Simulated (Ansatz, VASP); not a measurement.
# Cross-check of TaN between VASP and Ansatz, part 2 of 2

Wanted: the spread between two codes on one cell, functional and k mesh. The cell is taken from a series of runs on this material, whose earlier steps may have relaxed, scaled, displaced or heated it; both programs get it as it stands.

VASP 6.6.1 and Ansatz 0.2.0.

So far: Set-up; Ansatz: zone-centre phonons, PBEsol.

### Step 3. VASP: zone-centre phonons, PBEsol

Level of this step: PBEsol; plane waves and PAW (N, Ta_pv) (VASP).

The same cell, functional, mesh and smearing now go to VASP, with its own data sets.

Lines of VASP's logs that name or quote its potential files are left out, and so is its time.

INCAR

```
SYSTEM = TaN
PREC = Accurate
ENCUT = 600
EDIFF = 1E-08
NELM = 120
ISMEAR = 1
SIGMA = 0.2
LREAL = .FALSE.
ALGO = Normal
GGA = PS
NBANDS = 14
LASPH = .TRUE.
LORBIT = 11
LWAVE = .FALSE.
LCHARG = .FALSE.
ISIF = 2
IBRION = 8
GGA_COMPAT = .FALSE.
KPAR = 2
```

POSCAR

```
TaN
1.0
   -0.0589035001      2.1806754130      2.1877759959
    2.1806754130     -0.0589035001      2.1877759959
    2.1217719130      2.1217719130      0.0000000000
N Ta
1 1
Direct
    0.0000000000      0.0000000000      0.0000000000
    0.5000000000      0.5000000000      0.5000000000
```

KPOINTS

```
Automatic mesh
0
Gamma
16 16 16
0 0 0
```

Potentials, in the order of the species: N and Ta_pv (PBE family, release 64).

Command:

```sh
mpirun -np 2 vasp_std
```

Numbers of over 12 decimals in the logs are rounded to 6 here.

Output:

```text
[banner, memory and clock lines left out]
running    2 mpi-ranks, on    1 nodes
 distrk:  each k-point on    1 cores,    2 groups
 distr:  one band on    1 cores,    1 groups

 POSCAR found type information on POSCAR N Ta
 POSCAR found :  2 types and       2 ions
|                                                                             |
|               ----> ADVICE to this user running VASP <----                  |
|                                                                             |
|     You enforced a specific xc type in the INCAR file but a different       |
|     [... a line on the potential file left out ...]
|     I HOPE YOU KNOW WHAT YOU ARE DOING!                                     |
|                                                                             |

 LDA part: xc-table for (Slater+PW92), standard interpolation
 POSCAR, INCAR and KPOINTS ok, starting setup
 FFT: planning ... GRIDC
 FFT: planning ... GRID_SOFT
 FFT: planning ... GRID
 WAVECAR not read
 entering main loop
       N       E                     dE             d eps       ncg     rms          rms(c)
DAV:   1     0.965811299361E+02    0.96581E+02   -0.97773E+03 17404   0.136E+03
DAV:   2    -0.226870180090E+02   -0.11927E+03   -0.11260E+03 21224   0.344E+02
DAV:   3    -0.259722470429E+02   -0.32852E+01   -0.32439E+01 20280   0.539E+01
DAV:   4    -0.259901363951E+02   -0.17889E-01   -0.17879E-01 20478   0.402E+00
DAV:   5    -0.259902543606E+02   -0.11797E-03   -0.11796E-03 20084   0.303E-01    0.254E+01
DAV:   6    -0.233159939932E+02    0.26743E+01   -0.56758E+00 20788   0.278E+01    0.107E+01
DAV:   7    -0.232354310103E+02    0.80563E-01   -0.38489E-01 21636   0.602E+00    0.728E+00
DAV:   8    -0.232015419560E+02    0.33889E-01   -0.13319E-01 20982   0.338E+00    0.156E+00
DAV:   9    -0.231969690298E+02    0.45729E-02   -0.13102E-02 19386   0.102E+00    0.353E-01
DAV:  10    -0.231968404978E+02    0.12853E-03   -0.52214E-04 23738   0.287E-01    0.123E-01
DAV:  11    -0.231968036189E+02    0.36879E-04   -0.65625E-05 19910   0.871E-02    0.184E-02
DAV:  12    -0.231968035511E+02    0.67811E-07   -0.37607E-06 22716   0.204E-02    0.151E-03
DAV:  13    -0.231968034278E+02    0.12333E-06   -0.14224E-07 19328   0.329E-03    0.631E-04
DAV:  14    -0.231968034096E+02    0.18211E-07   -0.43566E-09 15168   0.895E-04    0.279E-04
DAV:  15    -0.231968034058E+02    0.37776E-08   -0.72010E-10 10242   0.404E-04
   1 F= -.23196803E+02 E0= -.23196274E+02  d E =-.158741E-02
 Linear response reoptimize wavefunctions to high precision
DAV:   1    -0.231968034057E+02    0.10186E-09   -0.65177E-11 12888   0.931E-05
DAV:   2    -0.231968034057E+02   -0.90949E-11   -0.60393E-12  9882   0.292E-05
 Linear response DOF=           4
 Linear response progress:
  Degree of freedom:   1/  4
       N       E                     dE             d eps       ncg     rms          rms(c)
RMM:   1    -0.235600104466E+00   -0.23560E+00    0.15112E-01 68695   0.298E+00
RMM:   2    -0.231270256856E+00    0.43298E-02   -0.41195E-03 52277   0.525E-01    0.149E-01
RMM:   3    -0.232156194982E+00   -0.88594E-03   -0.86775E-04 47603   0.183E-01    0.763E-02
RMM:   4    -0.233489799759E+00   -0.13336E-02   -0.42983E-04 48588   0.127E-01    0.225E-02
RMM:   5    -0.233591808379E+00   -0.10201E-03   -0.20606E-05 55347   0.356E-02    0.267E-03
RMM:   6    -0.233592546510E+00   -0.73813E-06   -0.20133E-06 55612   0.761E-03    0.998E-04
RMM:   7    -0.233582844220E+00    0.97023E-05   -0.17527E-07 56137   0.223E-03    0.405E-04
RMM:   8    -0.233583937947E+00   -0.10937E-05   -0.37419E-08 60644   0.745E-04    0.170E-04
RMM:   9    -0.233583318530E+00    0.61942E-06   -0.50687E-09 61253   0.258E-04    0.245E-05
RMM:  10    -0.233583052636E+00    0.26589E-06   -0.81790E-09 61963   0.821E-05    0.150E-05
RMM:  11    -0.233583072765E+00   -0.20129E-07   -0.33715E-09 62632   0.305E-05    0.447E-06
RMM:  12    -0.233583102073E+00   -0.29308E-07   -0.18432E-09 56173   0.151E-05    0.238E-06
RMM:  13    -0.233583102111E+00   -0.37965E-10   -0.10854E-09 51594   0.796E-06    0.357E-07
 first order change of Fermi-energy  -0.17859E-03
 force on displaced ion       1 direction 1 :  -8.802   0.572   0.000
 Linear response progress:
  Degree of freedom:   2/  4
       N       E                     dE             d eps       ncg     rms          rms(c)
RMM:   1    -0.234640421932E+00   -0.23464E+00    0.15987E-01 38320   0.297E+00
RMM:   2    -0.231180551395E+00    0.34599E-02   -0.40118E-03 29464   0.514E-01    0.148E-01
RMM:   3    -0.232058862429E+00   -0.87831E-03   -0.85919E-04 26681   0.182E-01    0.757E-02
RMM:   4    -0.233386000517E+00   -0.13271E-02   -0.43195E-04 27186   0.127E-01    0.224E-02
RMM:   5    -0.233482074568E+00   -0.96074E-04   -0.20466E-05 31099   0.355E-02    0.261E-03
RMM:   6    -0.233482489473E+00   -0.41490E-06   -0.19713E-06 31047   0.756E-03    0.988E-04
RMM:   7    -0.233472729911E+00    0.97596E-05   -0.19670E-07 31071   0.221E-03    0.398E-04
RMM:   8    -0.233473819971E+00   -0.10901E-05   -0.31494E-08 33528   0.733E-04    0.154E-04
RMM:   9    -0.233473131735E+00    0.68824E-06    0.44073E-09 33737   0.250E-04    0.251E-05
RMM:  10    -0.233472866909E+00    0.26483E-06   -0.62296E-09 34489   0.812E-05    0.156E-05
RMM:  11    -0.233472875798E+00   -0.88889E-08   -0.19392E-09 35209   0.274E-05    0.715E-06
 first order change of Fermi-energy  -0.17347E-03
 force on displaced ion       1 direction 3 :   0.000   0.000  -7.781
 Linear response progress:
  Degree of freedom:   3/  4
       N       E                     dE             d eps       ncg     rms          rms(c)
RMM:   1    -0.135420106800E+00   -0.13542E+00    0.11518E+01 31931   0.246E+01
RMM:   2    -0.164384837674E+00   -0.28965E-01   -0.26763E-02 48755   0.149E+00    0.113E-01
RMM:   3    -0.163631873158E+00    0.75296E-03   -0.20565E-03 57356   0.295E-01    0.517E-02
RMM:   4    -0.163119513391E+00    0.51236E-03   -0.18187E-04 62104   0.943E-02    0.188E-02
RMM:   5    -0.162916411428E+00    0.20310E-03   -0.16970E-05 62410   0.255E-02    0.494E-03
RMM:   6    -0.162901065245E+00    0.15346E-04   -0.17274E-06 60049   0.878E-03    0.852E-04
RMM:   7    -0.162897816649E+00    0.32486E-05   -0.77547E-07 63609   0.261E-03    0.341E-04
RMM:   8    -0.162899401717E+00   -0.15851E-05   -0.14101E-07 67218   0.926E-04    0.103E-04
RMM:   9    -0.162900339592E+00   -0.93788E-06   -0.28663E-07 65821   0.353E-04    0.449E-05
RMM:  10    -0.162900912066E+00   -0.57247E-06   -0.90513E-08 58458   0.220E-04    0.764E-06
RMM:  11    -0.162900903201E+00    0.88652E-08   -0.10149E-07 69540   0.988E-05    0.665E-06
RMM:  12    -0.162900932420E+00   -0.29219E-07   -0.27528E-08 62963   0.505E-05    0.111E-06
RMM:  13    -0.162900933059E+00   -0.63951E-09   -0.24761E-08 58858   0.288E-05    0.942E-07
 first order change of Fermi-energy   0.43095E-03
 force on displaced ion       2 direction 1 :  -8.802   0.570   0.000
 Linear response progress:
  Degree of freedom:   4/  4
       N       E                     dE             d eps       ncg     rms          rms(c)
RMM:   1    -0.137435655775E+00   -0.13744E+00    0.11387E+01 18307   0.243E+01
RMM:   2    -0.165760470811E+00   -0.28325E-01   -0.26195E-02 27342   0.148E+00    0.109E-01
RMM:   3    -0.165061577098E+00    0.69889E-03   -0.20181E-03 32088   0.291E-01    0.500E-02
RMM:   4    -0.164574358867E+00    0.48722E-03   -0.17624E-04 34564   0.897E-02    0.185E-02
RMM:   5    -0.164370972296E+00    0.20339E-03   -0.17645E-05 34610   0.245E-02    0.472E-03
RMM:   6    -0.164356767663E+00    0.14205E-04   -0.28869E-06 33279   0.852E-03    0.817E-04
RMM:   7    -0.164354043435E+00    0.27242E-05   -0.84730E-06 35258   0.246E-03    0.336E-04
RMM:   8    -0.164355569125E+00   -0.15257E-05   -0.33778E-06 36883   0.862E-04    0.828E-05
RMM:   9    -0.164356385213E+00   -0.81609E-06   -0.22761E-06 36005   0.323E-04    0.457E-05
RMM:  10    -0.164356888888E+00   -0.50368E-06   -0.16311E-06 32661   0.207E-04    0.997E-06
RMM:  11    -0.164356981843E+00   -0.92954E-07   -0.11206E-06 36618   0.978E-05    0.595E-06
RMM:  12    -0.164356978956E+00    0.28869E-08   -0.67414E-07 34886   0.491E-05    0.870E-07
RMM:  13    -0.164356986970E+00   -0.80141E-08   -0.49457E-07 33528   0.267E-05    0.776E-07
RMM:  14    -0.164356979524E+00    0.74457E-08   -0.25390E-07 24708   0.165E-05    0.144E-06
RMM:  15    -0.164356983519E+00   -0.39943E-08   -0.16295E-07 18370   0.112E-05    0.142E-06
RMM:  16    -0.164356996712E+00   -0.13194E-07   -0.10018E-07 25387   0.916E-06    0.623E-07
RMM:  17    -0.164356997137E+00   -0.42464E-09   -0.55987E-08 14408   0.673E-06    0.646E-07
 first order change of Fermi-energy   0.41703E-03
 force on displaced ion       2 direction 3 :   0.000   0.000  -7.778
 Linear response finished
```

OUTCAR, selected parts (step 3):

```text
ion  position               nearest neighbor table
   1  0.000  0.000  0.000-   2 2.18   2 2.18   2 2.18   2 2.18   2 2.19   2 2.19
   2  0.500  0.500  0.500-   1 2.18   1 2.18   1 2.18   1 2.18   1 2.19   1 2.19

  LATTYP: Found a body centered orthorhombic cell.
 ALAT       =     3.0006386156
 B/A-ratio  =     1.0555229332
 C/A-ratio  =     1.4582069194

 Subroutine GETGRP returns: Found  8 space group operations
 (whereof  8 operations were pure point group operations)

The static configuration has the point symmetry D_2h.

 Found    621 irreducible k-points:

   k-points           NKPTS =    621   k-points in BZ     NKDIM =    621   number of bands    NBANDS=     14

   dimension x,y,z NGX =    28 NGY =   28 NGZ =   24
   dimension x,y,z NGXF=    56 NGYF=   56 NGZF=   48

   ENCUT  =  600.0 eV  44.10 Ry    6.64 a.u.   6.17  6.17  5.99*2*pi/ulx,y,z

   NELECT =      16.0000    total number of electrons

 k-points in reciprocal lattice and weights: Automatic mesh
   0.00000000  0.00000000  0.00000000       0.000
   0.06250000  0.00000000  0.00000000       0.001
   0.12500000  0.00000000  0.00000000       0.001
   0.18750000  0.00000000  0.00000000       0.001
   0.25000000  0.00000000  0.00000000       0.001
   0.31250000  0.00000000  0.00000000       0.001
   0.37500000  0.00000000  0.00000000       0.001
   0.43750000  0.00000000  0.00000000       0.001
   0.50000000  0.00000000  0.00000000       0.000
[...]
0.25000000  0.25000000  0.50000000       0.000
  -0.25000000  0.25000000  0.50000000       0.000

 average (electrostatic) potential at core
       1 -61.1145       2 -34.3051

  Total        0.6459239      0.6459239      0.1492978      0.4856154     -0.0000000     -0.0000000
  in kB       49.7730222     49.7730222     11.5044550     37.4201137     -0.0000000     -0.0000000
  external PRESSURE =      37.0168331 kB  Pullay stress =       0.0000000 kB

  energy-cutoff  :      600.00
  volume of cell :       20.79
      direct lattice vectors                 reciprocal lattice vectors
    -0.058903500  2.180675413  2.187775996    -0.223256255  0.223256255  0.228542593
     2.180675413 -0.058903500  2.187775996     0.223256255 -0.223256255  0.228542593
     2.121771913  2.121771913  0.000000000     0.235652097  0.235652097 -0.228542593

 POSITION                                       TOTAL-FORCE (eV/Angst)
 -----------------------------------------------------------------------------------
      0.00000      0.00000      0.00000         0.000000      0.000000     -0.000000
      2.12177      2.12177      2.18778         0.000000     -0.000000      0.000000
 -----------------------------------------------------------------------------------
    total drift:                                0.000000      0.000000      0.000000

 Eigenvectors and eigenvalues of the dynamical matrix
 ----------------------------------------------------

   1 f  =   13.277263 THz    83.423503 2PiTHz  442.881820 cm-1    54.910323 meV
             X         Y         Z           dx          dy          dz
      0.000000  0.000000  0.000000     0.681245   -0.681245    0.000000
      2.121772  2.121772  2.187776    -0.189485    0.189485   -0.000000

   2 f  =   12.440772 THz    78.167679 2PiTHz  414.979500 cm-1    51.450878 meV
             X         Y         Z           dx          dy          dz
      0.000000  0.000000  0.000000    -0.681234   -0.681234    0.000000
      2.121772  2.121772  2.187776     0.189527    0.189527   -0.000000

   3 f  =   12.096961 THz    76.007445 2PiTHz  403.511174 cm-1    50.028987 meV
             X         Y         Z           dx          dy          dz
      0.000000  0.000000  0.000000    -0.000000   -0.000000   -0.963438
      2.121772  2.121772  2.187776     0.000000    0.000000    0.267932

   4 f/i=    0.000239 THz     0.001500 2PiTHz    0.007965 cm-1     0.000988 meV
             X         Y         Z           dx          dy          dz
      0.000000  0.000000  0.000000    -0.189485    0.189485    0.000000
      2.121772  2.121772  2.187776    -0.681245    0.681245    0.000000

   5 f/i=    0.000543 THz     0.003410 2PiTHz    0.018105 cm-1     0.002245 meV
             X         Y         Z           dx          dy          dz
      0.000000  0.000000  0.000000     0.189527    0.189527    0.000000
      2.121772  2.121772  2.187776     0.681234    0.681234    0.000000

   6 f/i=    0.000736 THz     0.004623 2PiTHz    0.024541 cm-1     0.003043 meV
             X         Y         Z           dx          dy          dz
      0.000000  0.000000  0.000000    -0.000000   -0.000000    0.267932
      2.121772  2.121772  2.187776    -0.000000   -0.000000    0.963438

 ELASTIC MODULI CONTR FROM IONIC RELAXATION (kBar)
 Direction    XX          YY          ZZ          XY          YZ          ZX
 --------------------------------------------------------------------------------
 XX           0.0000      0.0000      0.0000      0.0000      0.0000      0.0000
 YY           0.0000      0.0000      0.0000      0.0000      0.0000      0.0000
 ZZ           0.0000      0.0000      0.0000      0.0000      0.0000      0.0000
 XY           0.0000      0.0000      0.0000      0.0000      0.0000      0.0000
 YZ           0.0000      0.0000      0.0000      0.0000      0.0000      0.0000
 ZX           0.0000      0.0000      0.0000      0.0000      0.0000      0.0000
 --------------------------------------------------------------------------------
```

### Step 4. Side by side

Known differences besides the potentials themselves: the data sets hold 18 valence electrons in Ansatz (on its PAW soft_1 files) and 16 in VASP; the cutoff is 420 eV in Ansatz and 600 eV in VASP; Ansatz makes its cores anew for this functional, VASP keeps those of its PBE data sets. Total energies have different zeros and are not compared.

Both answers:

```csv
quantity,Ansatz,VASP,difference
optical mode 1 (cm⁻¹),402.6,403.5,-0.22 %
optical mode 2 (cm⁻¹),414.5,415.0,-0.12 %
optical mode 3 (cm⁻¹),441.7,442.9,-0.26 %
```

Modes are paired by rising frequency, not by their patterns, so a pair may set unlike modes beside each other; they are those without the splitting of longitudinal modes.

### Step 5. Summary of results

```
r.m.s. difference of the optical zone-centre modes, each program's sorted by frequency (zone-centre phonons, PBEsol) : 0.90 cm⁻¹
```

**Reading.** The r.m.s. difference of the optical zone-centre modes, each program's sorted by frequency is 0.90 cm⁻¹ (zone-centre phonons, PBEsol). The data sets hold unlike numbers of valence electrons (18 in Ansatz and 16 in VASP), so part of the differences comes from the potentials. How closely two codes agree says nothing of how well the functional describes the real material.

[Lines on the potential files, build, host, timing and source positions are cut from VASP's logs without a mark.]

[Logs are printed without paths, hosts, clocks, repeated set-up lines and the standing remarks that a program may print on its own settings, such as how far it seeks lower states.]

[Hosts, paths, dates, database ids (printed as entryN), source tags and the programs' standing remarks are cut or masked in the printed files.]
